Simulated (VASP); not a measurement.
Calculation: PBEsol GGA, VASP's PBE PAW potentials (set 64) (plane waves; VASP).

VASP input:

**INCAR**
```
! general
SYSTEM  =  LiCl
PREC    =  Accurate
ENCUT   =  650   ! plane-wave cut-off (eV)
LREAL   =  F   ! projection in real space or not
LASPH   =  T

! electronic loop
EDIFF   =  1E-7
NELM    =  100
ALGO    =  Normal   ! blocked Davidson

! smearing
ISMEAR  =  0
SIGMA   =  0.05

! functional
GGA     =  PS   ! PBEsol

! ions
IBRION  =  6   ! finite differences
NSW     =  1   ! most ionic steps
ISIF    =  3
POTIM   =  0.015   ! step
NFREE   =  2

! output
LWAVE   =  F
LCHARG  =  F
```

File POSCAR:
```
LiCl
1
    0.0000000000     2.5308879788     2.5308879788
    2.5308879788     0.0000000000     2.5308879788
    2.5308879788     2.5308879788     0.0000000000
Li Cl
1 1
Direct
  0.0000000000   0.0000000000   0.0000000000
  0.5000000000   0.5000000000   0.5000000000
```

### KPOINTS
```
Automatic mesh
0
Gamma
8 8 8
0 0 0
```

POTCAR, in this order: Li_sv Cl (PBE.64 set). Program: vasp_std.

Output of the run:

**OUTCAR**
```


 TOTAL ELASTIC MODULI (kBar)
 Direction    XX          YY          ZZ          XY          YZ          ZX
 --------------------------------------------------------------------------------
 XX         642.9827    206.8169    206.8169      0.0000     -0.0000      0.0000
 YY         206.8169    642.9827    206.8169     -0.0000      0.0000      0.0000
 ZZ         206.8169    206.8169    642.9827     -0.0000      0.0000     -0.0000
 XY           0.0000     -0.0000     -0.0000    256.6139      0.0000     -0.0000
 YZ          -0.0000      0.0000      0.0000      0.0000    256.6139      0.0000
 ZX           0.0000      0.0000     -0.0000     -0.0000      0.0000    256.6139
 --------------------------------------------------------------------------------
```
(Selected blocks of OUTCAR.)

The compound is LiCl in the rock salt structure. It was relaxed first.
